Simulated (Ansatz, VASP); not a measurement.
# Al3GaN4 (alloy, x = 0.25, one random ordering in a cell of 16 atoms (invented)) in two plane-wave programs

Aim: how closely do two programs agree when they are given the same cell, functional and k mesh? The cell is generated by rule, not measured, and may not be a known phase. The cell is taken from a series of runs on this material, whose earlier steps may have relaxed, scaled, displaced or heated it; both programs get it as it stands.

Program: Ansatz 0.2.0. Level of theory: plane waves, with VASP 6.6.1 beside it; relaxation of cell and atoms at r2SCAN. Results are calculated unless marked as measured.

### Step 1. Starting point

The structure is orthorhombic, space group Amm2 (No. 38). Conventional cell: a = 3.112 Å, b = 6.226 Å, c = 8.798 Å, α = 90.00°, β = 90.00°, γ = 90.00°. Al has 4 N at 1.88 to 1.90 Å nearest. Al has 4 N at 1.89 to 1.91 Å nearest. Ga has 4 N at 1.93 to 1.95 Å nearest. N has 3 Al at 1.89 Å and 1 Ga at 1.95 Å nearest. N has 4 Al at 1.90 to 1.91 Å nearest. Nearest to N lie 2 Al at 1.88 Å and 2 Ga at 1.93 Å. Farther neighbours and most contacts between anions are not listed.

Coordinates:

```cif
data_structure
_symmetry_space_group_name_H-M 'Amm2'
_symmetry_Int_Tables_number 38
_cell_length_a 3.1120
_cell_length_b 6.2264
_cell_length_c 8.7978
_cell_angle_alpha 90.000
_cell_angle_beta 90.000
_cell_angle_gamma 90.000
_cell_volume 170.47
loop_
_atom_site_label
_atom_site_type_symbol
_atom_site_symmetry_multiplicity
_atom_site_Wyckoff_symbol
_atom_site_fract_x
_atom_site_fract_y
_atom_site_fract_z
_atom_site_occupancy
Al1 Al 4 e 0.50000 0.25025 0.25003 1
Al2 Al 2 a 0.00000 0.50000 0.00008 1
Ga1 Ga 2 a 0.00000 0.50000 0.49982 1
N1 N 4 d 0.00000 0.74472 0.87224 1
N2 N 2 b 0.50000 0.50000 0.12517 1
N3 N 2 b 0.50000 0.50000 0.63041 1
```

### Step 2. VASP: relaxation of cell and atoms, r2SCAN

The relaxed volume is the usual yardstick between codes: in a stiff, nearly cubic crystal its relative difference is about their pressure difference at one cell divided by the bulk modulus.

Lines of VASP's logs that name or quote its potential files are left out, and so is its time.

The input, INCAR:

```
SYSTEM = Al3GaN4
PREC = Accurate
ENCUT = 660
EDIFF = 1E-07
NELM = 120
ISMEAR = 0
SIGMA = 0.02
LREAL = .FALSE.
ALGO = Normal
METAGGA = R2SCAN
LASPH = .TRUE.
NBANDS = 29
LORBIT = 11
LWAVE = .FALSE.
LCHARG = .FALSE.
ISIF = 3
IBRION = 2
NSW = 80
EDIFFG = -0.005
GGA_COMPAT = .FALSE.
NELMIN = 4
EFERMI = MIDGAP
LMIXTAU = .TRUE.
KPAR = 2
```

The input, POSCAR:

```
Al3GaN4
1.0
    3.1119530000      0.0000000000      0.0000000000
    0.0000000000      3.1131780000      4.3988830000
    0.0000000000     -3.1131780000      4.3988830000
Al Ga N
3 1 4
Direct
    0.0000000000      0.5002725916      0.9997804900
    0.4999998393      0.5000755874      0.5000755874
    0.0000000000      0.9997804900      0.5002725916
    0.4999998393      0.9998156350      0.9998156350
    0.4999998393      0.6169612458      0.1275125217
    0.0000000000      0.6251747319      0.6251747319
    0.0000000000      0.1304071966      0.1304071966
    0.4999998393      0.1275125217      0.6169612458
```

The input, KPOINTS:

```
Automatic mesh
0
Gamma
6 4 4
0 0 0
```

PAW data sets: Al, Ga_d and N (PBE family, release 64).

On the command line:

```console
$ mpirun -np 2 vasp_std
```

Numbers of over 12 decimals in the logs are rounded to 6 here.

The program printed:

```text
[banner, memory and clock lines left out]
running    2 mpi-ranks, on    1 nodes
 distrk:  each k-point on    1 cores,    2 groups
 distr:  one band on    1 cores,    1 groups

 POSCAR found type information on POSCAR AlGaN
 POSCAR found :  3 types and       8 ions
|                                                                             |
|               ----> ADVICE to this user running VASP <----                  |
|                                                                             |
|     You enforced a specific xc type in the INCAR file but a different       |
|     [... a line on the potential file left out ...]
|     I HOPE YOU KNOW WHAT YOU ARE DOING!                                     |
|                                                                             |

 LDA part: xc-table for (None), standard interpolation
 POSCAR, INCAR and KPOINTS ok, starting setup
 FFT: planning ... GRIDC
 FFT: planning ... GRID_SOFT
 FFT: planning ... GRID
 WAVECAR not read
 entering main loop
       N       E                     dE             d eps       ncg     rms          rms(c)
DAV:   1     0.379120722083E+03    0.37912E+03   -0.23109E+04  1697   0.218E+03
DAV:   2    -0.380838137959E+02   -0.41720E+03   -0.39473E+03  1870   0.566E+02
DAV:   3    -0.948549110575E+02   -0.56771E+02   -0.55739E+02  1845   0.170E+02
DAV:   4    -0.974065462683E+02   -0.25516E+01   -0.25395E+01  2160   0.399E+01
DAV:   5    -0.974620355215E+02   -0.55489E-01   -0.55442E-01  1989   0.565E+00    0.171E+01
DAV:   6    -0.807943762180E+02    0.16668E+02   -0.27959E+01  2501   0.542E+01    0.703E+00
DAV:   7    -0.783205794618E+02    0.24738E+01   -0.27393E+00  1809   0.131E+01    0.406E+00
DAV:   8    -0.829694294171E+02   -0.46488E+01   -0.34062E+00  2103   0.151E+01    0.318E+00
DAV:   9    -0.795726439412E+02    0.33968E+01   -0.16992E+00  1696   0.104E+01    0.527E-01
DAV:  10    -0.793880154866E+02    0.18463E+00   -0.28067E-01  2080   0.477E+00    0.325E-01
DAV:  11    -0.793498123266E+02    0.38203E-01   -0.71719E-02  1674   0.254E+00    0.399E-01
DAV:  12    -0.793794960093E+02   -0.29684E-01   -0.48390E-03  2083   0.619E-01    0.291E-01
DAV:  13    -0.794074328476E+02   -0.27937E-01   -0.68156E-03  1684   0.814E-01    0.162E-01
DAV:  14    -0.794128779677E+02   -0.54451E-02   -0.25800E-03  1784   0.503E-01    0.504E-02
DAV:  15    -0.794131287025E+02   -0.25073E-03   -0.56758E-04  1959   0.198E-01    0.391E-02
DAV:  16    -0.794131191402E+02    0.95624E-05   -0.34470E-05  2540   0.803E-02    0.346E-02
DAV:  17    -0.794131822269E+02   -0.63087E-04   -0.71802E-05  2381   0.143E-01    0.856E-03
DAV:  18    -0.794131875909E+02   -0.53640E-05   -0.15598E-05  2307   0.369E-02    0.143E-02
DAV:  19    -0.794131860143E+02    0.15765E-05   -0.13393E-06  2113   0.139E-02    0.101E-02
DAV:  20    -0.794131912023E+02   -0.51880E-05   -0.39767E-06  2028   0.390E-02    0.540E-03
DAV:  21    -0.794131911625E+02    0.39814E-07   -0.31982E-06  1975   0.162E-02    0.470E-03
DAV:  22    -0.794131924483E+02   -0.12858E-05   -0.34426E-07  1685   0.569E-03    0.317E-03
DAV:  23    -0.794131925589E+02   -0.11055E-06   -0.10931E-07  1355   0.407E-03    0.220E-03
DAV:  24    -0.794131925443E+02    0.14561E-07   -0.64113E-08  1014   0.263E-03
   1 F= -.79413193E+02 E0= -.79413193E+02  d E =-.794132E+02
[...]
2 F= -.79413625E+02 E0= -.79413625E+02  d E =-.432940E-03
[...]
3 F= -.79413704E+02 E0= -.79413704E+02  d E =-.511651E-03
[...]
4 F= -.79413704E+02 E0= -.79413704E+02  d E =-.511483E-03
[...]
5 F= -.79413703E+02 E0= -.79413703E+02  d E =0.571728E-06
[...]
6 F= -.79413713E+02 E0= -.79413713E+02  d E =-.904067E-05
 curvature:  -0.24 expect dE=-0.160E-05 dE for cont linesearch -0.977E-06
 ZBRENT: interpolating
 opt :   0.5776  next Energy=   -79.413714 (dE=-0.102E-04)
 bond charge predicted
       N       E                     dE             d eps       ncg     rms          rms(c)
DAV:   1    -0.794137165162E+02   -0.33612E-05   -0.15223E-04  1843   0.148E-01    0.104E-02
DAV:   2    -0.794137137434E+02    0.27728E-05   -0.11890E-05  2360   0.607E-02    0.463E-03
DAV:   3    -0.794137126726E+02    0.10708E-05   -0.13647E-06  2559   0.254E-02    0.163E-03
DAV:   4    -0.794137125952E+02    0.77428E-07   -0.87810E-07  1836   0.726E-03
   7 F= -.79413713E+02 E0= -.79413713E+02  d E =-.856760E-05
 curvature:  -0.30 expect dE=-0.120E-05 dE for cont linesearch -0.297E-07
 trial: gam= 0.02835 g(F)=  0.122E-05 g(S)=  0.280E-05 ort = 0.231E-05 (trialstep = 0.873E+00)
 search vector abs. value=  0.420E-05
 reached required accuracy - stopping structural energy minimisation
```

OUTCAR, selected parts (step 2):

```text
ion  position               nearest neighbor table
   1  0.000  0.500  1.000-   7 1.88   5 1.89   5 1.89   6 1.90   4 3.11   4 3.11   3 3.11   2 3.11
                             2 3.11   2 3.11   2 3.11   4 3.11   4 3.11   3 3.12
   2  0.500  0.500  0.500-   5 1.89   8 1.89   6 1.91   6 1.91   3 3.11   1 3.11   1 3.11   3 3.11
                             1 3.11   3 3.11   3 3.11   1 3.11   4 3.11   4 3.11
   3  0.000  1.000  0.500-   7 1.88   8 1.89   8 1.89   6 1.90   4 3.11   4 3.11   1 3.11   2 3.11
                             2 3.11   2 3.11   2 3.11   4 3.11   4 3.11   1 3.12
   4  0.500  1.000  1.000-   7 1.93   7 1.93   5 1.95   8 1.95   3 3.11   1 3.11   1 3.11   3 3.11
                             2 3.11   2 3.11   3 3.11   1 3.11   1 3.11   3 3.11
   5  0.500  0.617  0.128-   1 1.89   1 1.89   2 1.89   4 1.95
   6  0.000  0.625  0.625-   1 1.90   3 1.90   2 1.91   2 1.91
   7  0.000  0.130  0.130-   1 1.88   3 1.88   4 1.93   4 1.93
   8  0.500  0.128  0.617-   3 1.89   3 1.89   2 1.89   4 1.95

  LATTYP: Found a base centered orthorhombic cell.
 ALAT       =     6.2263560000
 B/A-ratio  =     1.4129879499
 C/A-ratio  =     0.4998032557

 Subroutine GETGRP returns: Found  4 space group operations
 (whereof  4 operations were pure point group operations)

The static configuration has the point symmetry C_2v.

 Found     28 irreducible k-points:

   k-points           NKPTS =     28   k-points in BZ     NKDIM =     28   number of bands    NBANDS=     29

   dimension x,y,z NGX =    28 NGY =   48 NGZ =   48
   dimension x,y,z NGXF=    56 NGYF=   96 NGZF=   96

   ENCUT  =  660.0 eV  48.51 Ry    6.96 a.u.   6.52 11.29 11.29*2*pi/ulx,y,z

   NELECT =      42.0000    total number of electrons

 k-points in reciprocal lattice and weights: Automatic mesh
   0.00000000  0.00000000  0.00000000       0.010
   0.16666667  0.00000000  0.00000000       0.021
   0.33333333  0.00000000  0.00000000       0.021
   0.50000000  0.00000000  0.00000000       0.010
   0.00000000  0.25000000  0.00000000       0.042
   0.16666667  0.25000000  0.00000000       0.083
   0.33333333  0.25000000  0.00000000       0.083
   0.50000000  0.25000000  0.00000000       0.042
   0.00000000  0.50000000  0.00000000       0.021
[...]
0.33333333  0.50000000  0.50000000       0.021
   0.50000000  0.50000000  0.50000000       0.010

 average (electrostatic) potential at core
       1 -74.8932       2 -74.9773       3 -74.8932       4 -67.2063       5 -63.3247
       6 -63.2280       7 -63.4231       8 -63.3247

 E-fermi :   7.5482

 k-point     1 :       0.0000    0.0000    0.0000
  band No.  band energies     occupation
    ...
     17       4.9048      2.00000
     18       4.9082      2.00000
     19       5.5299      2.00000
     20       5.5658      2.00000
     21       5.6626      2.00000
     22       9.4993      0.00000
     23       9.6018      0.00000
     24      12.4774      0.00000
     25      13.2890      0.00000
     26      14.5188      0.00000
    ...

 k-point     2 :       0.1667    0.0000    0.0000
  band No.  band energies     occupation
    ...
     17       4.2816      2.00000
     18       4.5405      2.00000
     19       4.6314      2.00000
     20       5.2107      2.00000
     21       5.5246      2.00000
     22      10.3961      0.00000
     23      10.8101      0.00000
     24      13.4854      0.00000
     25      13.9534      0.00000
     26      14.1535      0.00000
    ...

 k-point     3 :       0.3333    0.0000    0.0000
  band No.  band energies     occupation
    ...
     17       3.6614      2.00000
     18       3.6634      2.00000
     19       4.1730      2.00000
     20       4.1985      2.00000
     21       5.3273      2.00000
     22      12.0273      0.00000
     23      12.5659      0.00000
     24      12.7210      0.00000
     25      12.7544      0.00000
     26      14.9641      0.00000
    ...

  Total        0.0179374      0.0037934     -0.0113477      0.0000000      0.0000000      0.0000000
  in kB        0.3369467      0.0712579     -0.2131624      0.0000000      0.0000000      0.0000000
  external PRESSURE =       0.0650141 kB  Pullay stress =       0.0000000 kB

  energy-cutoff  :      660.00
  volume of cell :       85.29
      direct lattice vectors                 reciprocal lattice vectors
     3.113615866  0.000000000  0.000000000     0.321169997  0.000000000  0.000000000
     0.000000000  3.113447613  4.399180240     0.000000000  0.160593677  0.113657539
     0.000000000 -3.113447613  4.399180240     0.000000000 -0.160593677  0.113657539

 POSITION                                       TOTAL-FORCE (eV/Angst)
 -----------------------------------------------------------------------------------
      0.00000     -1.55384      6.59915         0.000000     -0.000377      0.001263
      1.55681      0.00000      4.40071         0.000000      0.000000     -0.001359
      0.00000      1.55384      6.59915         0.000000      0.000377      0.001263
      1.55681      0.00000      8.79659         0.000000      0.000000      0.003152
      1.55681      1.52113      3.27307         0.000000      0.001607     -0.000927
      0.00000      0.00000      5.50032         0.000000      0.000000     -0.001012
      0.00000      0.00000      1.15057         0.000000      0.000000     -0.001453
      1.55681     -1.52113      3.27307         0.000000     -0.001607     -0.000927
 -----------------------------------------------------------------------------------
    total drift:                                0.000849      0.000000      0.015216

  FREE ENERGIE OF THE ION-ELECTRON SYSTEM (eV)
  ---------------------------------------------------
  free  energy   TOTEN  =       -79.4137125952 eV

  energy  without entropy=      -79.4137125952  energy(sigma->0) =      -79.41371260

 reached required accuracy - stopping structural energy minimisation

 total charge
# of ion       s       p       d       tot
------------------------------------------
    1        0.370   0.452   0.000   0.822
    2        0.367   0.445   0.000   0.812
    3        0.370   0.452   0.000   0.822
    4        0.757   0.909  10.200  11.867
    5        1.228   2.631   0.000   3.859
    6        1.225   2.646   0.000   3.871
    7        1.230   2.617   0.000   3.847
    8        1.228   2.631   0.000   3.859
--------------------------------------------------
tot          6.774  12.783  10.200  29.758

[... 3 further parts left out ...]
```

CONTCAR:

```
Al3GaN4
   1.00000000000000
     3.1136158664424203    0.0000000000000000    0.0000000000000000
     0.0000000000000000    3.1134476125782169    4.3991802395036750
     0.0000000000000000   -3.1134476125782169    4.3991802395036750
  Al              Ga              N
     3     1     4
Direct
     0.0000000000000000    0.5005056329823032    0.9995799268267868
     0.4999998393000027    0.5001737020018044    0.5001737020018044
     0.0000000000000000    0.9995799268267868    0.5005056329823032
     0.4999998393000027    0.9997984898506289    0.9997984898506289
     0.4999998393000027    0.6162935544775282    0.1277257131752651
     0.0000000000000000    0.6251523463114522    0.6251523463114522
     0.0000000000000000    0.1307706343742237    0.1307706343742237
     0.4999998393000027    0.1277257131752651    0.6162935544775282
```

[end of part 1 of 2]

[Lines on the potential files, build, host, timing and source positions are cut from VASP's logs without a mark.]

[Logs are printed without paths, hosts, clocks, repeated set-up lines and the standing remarks that a program may print on its own settings, such as how far it seeks lower states.]

[Hosts, paths, dates, database ids (printed as entryN), source tags and the programs' standing remarks are cut or masked in the printed files.]
